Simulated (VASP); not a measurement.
# H2CF2: band gap by level of theory

```xyz
5
Lattice="12.0000 0.0000 0.0000 0.0000 11.0000 0.0000 0.0000 0.0000 11.0000" Properties=species:S:1:pos:R:3 pbc="T T T"
F     4.9311    5.7466    6.2312
F     7.0949    5.3762    6.2462
C     6.0145    5.5384    5.4507
H     5.8617    4.6225    4.8735
H     6.1697    6.4195    4.8219
```

| rung | level | program and potentials | cutoff (eV) | k mesh | task | band gap (eV) | notes |
| --- | --- | --- | --- | --- | --- | --- | --- |
| LDA | LDA | VASP, LDA PAW files C, F, H, 520 eV | 520 | 1 × 1 × 1 | single point | 7.68 | - |
| GGA | PBE | VASP, PBE PAW files C, F, H, 520 eV | 520 | 1 × 1 × 1 | electron localisation function | 7.56 | - |
| GGA + dispersion | PBE+TS | VASP, PBE PAW files C, F, H, 520 eV | 520 | 1 × 1 × 1 | atomic charges | 7.56 | - |
| hybrid | HSE06 | VASP, PBE PAW files C_h, F_h, H_h, 900 eV | 900 | 1 × 1 × 1 | single point | 9.12 | potentials made for PBE |
| hybrid | PBE0 | VASP, PBE PAW files C_s, F_s, H_s, 400 eV | 400 | 1 × 1 × 1 | single point | 9.69 | potentials made for PBE |

All rows: no spin polarisation. Gaps are the least found on the k mesh or the band path, and a mesh can miss the band edges. The cell was made for these runs and isn't a measured one. All levels ran on this one cell, unrelaxed unless noted. Meshes are those of the run's cell of 5 atoms unless a note names another. Runs on faulty files, with rough fits or with known faults for this quantity aren't shown. No row holds spin-orbit coupling.

By rung: LDA 7.68; GGA 7.56; GGA + dispersion 7.56; hybrid 9.12 to 9.69 (eV).
